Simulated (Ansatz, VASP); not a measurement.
## KMgF3: VASP beside Ansatz

Aim: how closely do two programs agree when they are given the same cell, functional and k mesh? The cell is taken from a series of runs on this material, whose earlier steps may have relaxed, scaled, displaced or heated it; both programs get it as it stands.

Calculated with Ansatz 0.2.0; plane waves, with VASP 6.6.1 beside it; elastic constants at PBEsol.

**1. Set-up**

Symmetry: Pm-3m, No. 221, cubic system. The conventional cell has a = 3.991 Å, b = 3.991 Å, c = 3.991 Å, α = 90.00°, β = 90.00°, γ = 90.00°. Nearest to K lie 12 F at 2.82 Å. Mg has 6 F at 2.00 Å nearest. F has 2 Mg at 2.00 Å and 4 K at 2.82 Å nearest. Farther neighbours and most contacts between anions are not listed.

Coordinates:

```cif
data_structure
_symmetry_space_group_name_H-M 'P 1'
_symmetry_Int_Tables_number 1
_cell_length_a 3.9909
_cell_length_b 3.9909
_cell_length_c 3.9909
_cell_angle_alpha 90.000
_cell_angle_beta 90.000
_cell_angle_gamma 90.000
_cell_volume 63.56
loop_
_atom_site_label
_atom_site_type_symbol
_atom_site_fract_x
_atom_site_fract_y
_atom_site_fract_z
_atom_site_occupancy
K1 K 0.50000 0.50000 0.50000 1
Mg2 Mg 0.00000 0.00000 0.00000 1
F3 F 0.50000 0.00000 0.00000 1
F4 F 0.00000 0.50000 0.00000 1
F5 F 0.00000 0.00000 0.50000 1
```

**2. Ansatz: elastic constants, PBEsol**

Ansatz runs on its default PAW (the set named soft_2) files.

Elastic constants are differences of stresses under small strains, so they test the stress and the mesh.

Contents of input.yaml:

```yaml
crystal:
  lattice:
    - [3.9908822688, 0.0, 0.0]
    - [0.0, 3.9908822688, 0.0]
    - [0.0, 0.0, 3.9908822688]
  atoms:
    - { symbol: K, position: [0.5, 0.5, 0.5] }
    - { symbol: Mg, position: [0.0, 0.0, 0.0] }
    - { symbol: F, position: [0.5, 0.0, 0.0] }
    - { symbol: F, position: [0.0, 0.5, 0.0] }
    - { symbol: F, position: [0.0, 0.0, 0.5] }
kpoints:
  mp_grid: { grid: [6, 6, 6] }
hamiltonian:
  xc: pbesol
scf:
  occupations: { method: gaussian, width: 0.02 }
output:
  forces: true
  stress: true
  eigenvalues: true
elastic:
  mode: relaxed_ion
  stencil: two_point
```

The run is started by

```
> ansatz run input.yaml --threads 4 --pin off --max-ram 16384MiB --backend cpu --events-out ev --progress --plain --runs-dir out
```

Numbers of over 12 decimals in the logs are rounded to 6 here.

The program printed:

```text
Engine: ansatz 0.2.0, aarch64-unknown-linux-gnu
Pseudopotentials: kind: paw
Pseudopotential: K, paw, valence charge 9, recommended cutoff 420 eV (normal), K.paw.azcp
Pseudopotential: Mg, paw, valence charge 10, recommended cutoff 420 eV (normal), Mg.paw.azcp
Pseudopotential: F, paw, valence charge 7, recommended cutoff 420 eV (normal), F.paw.azcp
Functional definition: PBEsol
  exchange = pbesol_x
  correlation = pbesol_c
Crystal: 5 atoms, lattice volume = 63.563 Å³
Basis set: ecut = 420 eV, 1237 PW (Γ), exchange–correlation on 54×54×54 points (8 copies of the dense FFT grid, shifted against one another)
Bands: 25, of which v1, the nominal top of the filled ones, is band 20 counted from 1 (19 counted from 0)
Symmetry: 48 space group operations
Space group: Pm-3m (ITA 221), of the structure as read, at distance tolerance 4.0e-5 Å
k-points: 20 of 216
Non-local potential: K, projectors of the file, l = 0: 3, l = 1: 2, l = 2: 2
Non-local potential: Mg, projectors of the file, l = 0: 3, l = 1: 2, l = 2: 1
Non-local potential: F, projectors of the file, l = 0: 2, l = 1: 2, l = 2: 1
PAW form: soft (Blöchl's): semilocal exchange-correlation on the pseudo side does not see the compensation charge
PAW frozen core: K, regenerated for the run's functional, and the local potential with it (the file was generated under x = pbe(κ = 0.804, μ = 0.219515), c = pbe(β = 0.066725))
PAW frozen core: Mg, regenerated for the run's functional, and the local potential with it (the file was generated under x = pbe(κ = 0.804, μ = 0.219515), c = pbe(β = 0.066725))
PAW frozen core: F, regenerated for the run's functional, and the local potential with it (the file was generated under x = pbe(κ = 0.804, μ = 0.219515), c = pbe(β = 0.066725))
PAW one-centre angular grid: K, 110 points (default); XC on 64 Gauss nodes
PAW one-centre angular grid: Mg, 110 points (default); XC on 64 Gauss nodes
PAW one-centre angular grid: F, 110 points (default); XC on 64 Gauss nodes
Initial density: superposition of atomic densities (neutral atoms: chi_scale 0, normalization atom), corrected by the library's trained network
Initial wavefunctions: pseudopotential atomic-orbital guess
Functional: x = pbesol(κ = 0.804, μ = 0.123457), c = pbesol(β = 0.046)
SCF iter   1: F=—  HF=-5837.516525 eV  |F-HF|=—  |Δ(HF+E_count)|=         —  Δρ=1.37e-2  dr2=7.32e-2  ethr=1.77e-3  ⟨swp⟩=6.2  Hψ=2449  notcnv=0
preconditioner: auto → Resta (q_TF=auto, 2.526 Å⁻¹)  ε∞=2.9  [insulator: Δε(μ)=6.953 eV  Ē_g=18.945 eV  σ=0.020 eV  W_gap=1.00  n_scr=18 (ndim 8)  ℏωp=26.3 eV  f_vac=0.032  D(μ)=0.00/eV (n_scr^D=0)  ε∞_Penn≈2.9]
SCF iter   2: F=—  HF=-5837.493047 eV  |F-HF|=—  |Δ(HF+E_count)|=   2.35e-2  Δρ=2.33e-3  dr2=1.29e-3  ethr=1.83e-4  ⟨swp⟩=2.0  Hψ=1047  notcnv=0  defer=20
SCF iter   3: F=—  HF=-5837.492800 eV  |F-HF|=—  |Δ(HF+E_count)|=   2.47e-4  Δρ=8.97e-4  dr2=3.29e-4  ethr=3.22e-6  ⟨swp⟩=2.1  Hψ=853  notcnv=0  defer=20
SCF iter   4: F=—  HF=-5837.492838 eV  |F-HF|=—  |Δ(HF+E_count)|=   3.73e-5  Δρ=2.44e-4  dr2=2.47e-5  ethr=8.23e-7  ⟨swp⟩=2.0  Hψ=570  notcnv=0  defer=20
SCF iter   5: F=—  HF=-5837.492977 eV  |F-HF|=—  |Δ(HF+E_count)|=   1.40e-4  Δρ=3.77e-5  dr2=7.42e-7  ethr=6.18e-8  ⟨swp⟩=2.1  Hψ=833  notcnv=0  defer=20
SCF iter   6: F=—  HF=-5837.492978 eV  |F-HF|=—  |Δ(HF+E_count)|=   8.71e-7  Δρ=7.43e-6  dr2=3.25e-8  ethr=1.86e-9  ⟨swp⟩=2.0  Hψ=880  notcnv=0  defer=20
SCF iter   7: F=—  HF=-5837.492978 eV  |F-HF|=—  |Δ(HF+E_count)|=   7.12e-8  Δρ=1.95e-6  dr2=2.27e-9  ethr=8.13e-11  ⟨swp⟩=2.0  Hψ=752  notcnv=0  defer=20
SCF iter   8: F=—  HF=-5837.492978 eV  |F-HF|=—  |Δ(HF+E_count)|=   1.07e-9  Δρ=2.14e-7  dr2=2.69e-11  ethr=5.67e-12  ⟨swp⟩=2.0  Hψ=859  notcnv=0  defer=20
SCF iter   9: F=—  HF=-5837.492978 eV  |F-HF|=—  |Δ(HF+E_count)|=  1.55e-11  Δρ=5.30e-8  dr2=6.50e-13  ethr=6.73e-14 (applied; sched 1.00e-12)  ⟨swp⟩=2.0  Hψ=880  notcnv=0  defer=20
SCF iter  10: F=-5837.492978 eV  HF=-5837.492978 eV  |F-HF|=9.09e-13  |Δ(HF+E_count)|=    0.00e0  Δρ=5.97e-9  dr2=8.66e-15  ethr=1.00e-12  ⟨swp⟩=8.1  Hψ=2192  notcnv=0
SCF 1 converged in 10 iterations: F = -5837.492978 eV  dr2 = 8.66e-15
  greatest PAW one-centre occupation: 1.000 electrons in one spin orbital (limit 2), on the Mg atom at site 1 (counted from 0), in its partial waves of l = 0
Crystal: 5 atoms, lattice volume = 63.436 Å³
Symmetry: 16 space group operations
k-points: 40 of 216
Initial density: handed on by an earlier stage of this run
Initial wavefunctions: those handed on with the density
[...]
SCF 3 converged in 8 iterations: F = -5837.492893 eV  dr2 = 4.06e-14
Symmetry: 8 space group operations
k-points: 52 of 216
[...]
preconditioner: auto → Resta (q_TF=auto, 2.526 Å⁻¹)  ε∞=2.9  [insulator: Δε(μ)=7.118 eV  Ē_g=19.055 eV  σ=0.020 eV  W_gap=1.00  n_scr=18 (ndim 8)  ℏωp=26.3 eV  f_vac=0.029  D(μ)=0.00/eV (n_scr^D=0)  ε∞_Penn≈2.9]
[...]
SCF 4 converged in 10 iterations: F = -5837.492833 eV  dr2 = 2.11e-15
[...]
SCF iter   1: F=—  HF=-5837.492702 eV  |F-HF|=—  |Δ(HF+E_count)|=         —  Δρ=3.25e-5  dr2=1.35e-7  ethr=2.56e-10  ⟨swp⟩=2.5  Hψ=6409  notcnv=0  defer=50
SCF iter   2: F=—  HF=-5837.492832 eV  |F-HF|=—  |Δ(HF+E_count)|=   1.30e-4  Δρ=2.20e-5  dr2=9.36e-8  ethr=2.56e-10  ⟨swp⟩=3.0  Hψ=3022  notcnv=0  defer=50
SCF iter   3: F=—  HF=-5837.492832 eV  |F-HF|=—  |Δ(HF+E_count)|=   1.70e-7  Δρ=1.38e-5  dr2=2.22e-8  ethr=2.34e-10  ⟨swp⟩=2.1  Hψ=2027  notcnv=0  defer=50
SCF iter   4: F=—  HF=-5837.492833 eV  |F-HF|=—  |Δ(HF+E_count)|=   4.69e-7  Δρ=3.74e-6  dr2=1.51e-9  ethr=5.55e-11  ⟨swp⟩=2.0  Hψ=2151  notcnv=0  defer=50
SCF iter   5: F=—  HF=-5837.492833 eV  |F-HF|=—  |Δ(HF+E_count)|=   4.19e-8  Δρ=4.36e-7  dr2=7.11e-11  ethr=3.76e-12  ⟨swp⟩=2.0  Hψ=2288  notcnv=0  defer=50
SCF iter   6: F=—  HF=-5837.492833 eV  |F-HF|=—  |Δ(HF+E_count)|=  8.82e-11  Δρ=1.30e-7  dr2=7.34e-12  ethr=1.78e-13 (applied; sched 1.00e-12)  ⟨swp⟩=2.0  Hψ=2286  notcnv=0  defer=51
SCF iter   7: F=—  HF=-5837.492833 eV  |F-HF|=—  |Δ(HF+E_count)|=  1.82e-12  Δρ=8.22e-8  dr2=2.68e-12  ethr=1.83e-14 (applied; sched 1.00e-12)  ⟨swp⟩=2.0  Hψ=2015  notcnv=0  defer=51
SCF iter   8: F=—  HF=-5837.492833 eV  |F-HF|=—  |Δ(HF+E_count)|=    0.00e0  Δρ=4.02e-8  dr2=4.22e-13  ethr=6.71e-15 (applied; sched 1.00e-12)  ⟨swp⟩=2.0  Hψ=2142  notcnv=0  defer=52
SCF iter   9: F=—  HF=-5837.492833 eV  |F-HF|=—  |Δ(HF+E_count)|=    0.00e0  Δρ=2.05e-8  dr2=1.08e-13  ethr=1.00e-12  ⟨swp⟩=4.0  Hψ=4314  notcnv=0
SCF iter  10: F=-5837.492833 eV  HF=-5837.492833 eV  |F-HF|=9.09e-13  |Δ(HF+E_count)|=    0.00e0  Δρ=6.60e-10  dr2=1.55e-16  ethr=1.00e-12  ⟨swp⟩=4.0  Hψ=4298  notcnv=0
SCF 5 converged in 10 iterations: F = -5837.492833 eV  dr2 = 1.55e-16
SCF converged after 10 iterations
Free energy (F): -5837.492978 eV
Harris-Foulkes:  -5837.492978 eV  (|F-HF|=9.09e-13)
Internal energy: -5837.492978 eV  (E = F + TS)
E sigma→0 (E₀):  -5837.492978 eV
Fermi energy:    6.268782 eV
--- Per-component energies (eV) ---
  E_band       = -502.204905
  E_kinetic    = 953.623012
  E_local      = -3733.302864  (includes V_loc(G=0)·N_el)
  E_nonlocal   = 330.540261
  E_hartree    = 1354.617104
  E_xc         = -400.900057
  E_vxc        = -508.906614  (∫ρ·V_xc dr)
  E_paw        = -1624.130762  (= ΣΔE_a)
  E_vpaw       = -253.398983  (= ΣTr[D̂ρ^β])
  E_aug_tail   = 0.006078  (compensation charges beyond the density's cutoff)
  E_ewald      = -2718.239827
  E_core_change = 0.294075  (= ΣΔE_core)
  E_smearing   = -0.000000  (= −TS)
  E_closure    = -0.000000  (closes the sum)
  Σ components = -5837.492978   (vs F -5837.492978, Δ=0.00e0)
--- Forces (eV/Å), atoms counted from 1 ---
  atom   1  K     -0.00000000     0.00000000     0.00000000
  atom   2  Mg    -0.00000000    -0.00000000     0.00000000
  atom   3  F     -0.00000000    -0.00000000     0.00000000
  atom   4  F      0.00000000     0.00000000     0.00000000
  atom   5  F      0.00000000     0.00000000     0.00000000
  max |Σ_I F_I| component: 2.61e-29 eV/Å
--- Stress (GPa, compression-positive) ---
        0.028961      -0.000000       0.000000
        0.000000       0.028961       0.000000
        0.000000       0.000000       0.028961
  P = ⅓ Tr σ = 0.0290 GPa (0.290 kbar)
--- Band table (eV; the first three rows and the last of 20) ---
  k-point 0: bands = [... 16 lower, 2.0796, 2.3864, 2.3864, 2.3864, 9.8279, 12.6595, 12.6595, 14.8200, ... 1 higher]
  k-point 1: bands = [... 16 lower, 2.0221, 2.1234, 2.3329, 2.3329, 10.3131, 12.9059, 12.9456, 14.9487, ... 1 higher]
  k-point 2: bands = [... 16 lower, 1.9026, 1.9026, 2.2284, 2.2284, 11.4949, 13.3887, 13.4276, 15.2485, ... 1 higher]
  k-point 19: bands = [... 16 lower, 1.5947, 2.7096, 2.7096, 2.7096, 13.0172, 13.0172, 13.0172, 16.4984, ... 1 higher]
--- Elastic constants: 2 strain directions × 2 members + reference (group order 48) ---
  dense FFT box of the reference and of every strained cell: 27×27×27
  strains applied: 11, 23; error gains: componentwise 1.00 (the most a stress slope's error grows in a printed constant), spectral 1.73 (1 for all six strains in a standard setting)
  C = ∂σ_k/∂η_j (tension-positive GPa; Voigt order 11 22 33 23 13 12):
       138.287     39.282     39.282     -0.000     -0.000     -0.000
        39.282    138.287     39.282     -0.000     -0.000     -0.000
        39.282     39.282    138.287     -0.000     -0.000     -0.000
         0.000     -0.000      0.000     45.082     -0.000      0.000
         0.000      0.000     -0.000      0.000     45.082      0.000
        -0.000     -0.000     -0.000      0.000      0.000     45.082
  reference stress σ⁰ (GPa):     -0.029     -0.029     -0.029     -0.000     -0.000      0.000
  C* (energy form; C + prestress term) asymmetry max|C*_kj − C*_jk| = 7.105e-15 GPa — a small one proves nothing (zero by symmetry where the batch's group is 432, −43m or m−3m); a large one is finite-difference/SCF noise where every solve meets its electron count
  moduli (Voigt/Reuss/Hill, GPa): K = 72.28/72.28/72.28   G = 46.85/46.75/46.80   E = 115.48   ν = 0.234
  mechanically stable: yes (min eigenvalue of sym C = 45.08 GPa)
  strain η (Voigt 11):  stress-route row diagonal C_11 = 138.29 GPa, energy-path curvature d²(F+E_count+ΔE)/dδ²/Ω₀ = 138.89 GPa
         δ    σ_11 (GPa)             F (eV)   n_scf  n_hpsi   n_pw
    -2.000e-3      -0.3089       -5837.4926268      10   23498   1261   relax 0 steps, max|allowed force component| 8.13e-30 eV/Å
     2.000e-3       0.2442       -5837.4928934       8   20619   1261   relax 0 steps, max|allowed force component| 6.86e-30 eV/Å
  strain η (Voigt 23):  stress-route row diagonal C_44 = 45.08 GPa, energy-path curvature d²(F+E_count+ΔE)/dδ²/Ω₀ = 48.56 GPa
         δ    σ_23 (GPa)             F (eV)   n_scf  n_hpsi   n_pw
    -2.000e-3      -0.0902       -5837.4928328      10   31024   1261   relax 0 steps, max|allowed force component| 5.13e-30 eV/Å
     2.000e-3       0.0902       -5837.4928328      10   31786   1261   relax 0 steps, max|allowed force component| 5.09e-30 eV/Å
```

(Part 1 of 2 ends here.)

[Lines on the potential files, build, host, timing and source positions are cut from VASP's logs without a mark.]

[Logs are printed without paths, hosts, clocks, repeated set-up lines and the standing remarks that a program may print on its own settings, such as how far it seeks lower states.]

[Hosts, paths, dates, database ids (printed as entryN), source tags and the programs' standing remarks are cut or masked in the printed files.]
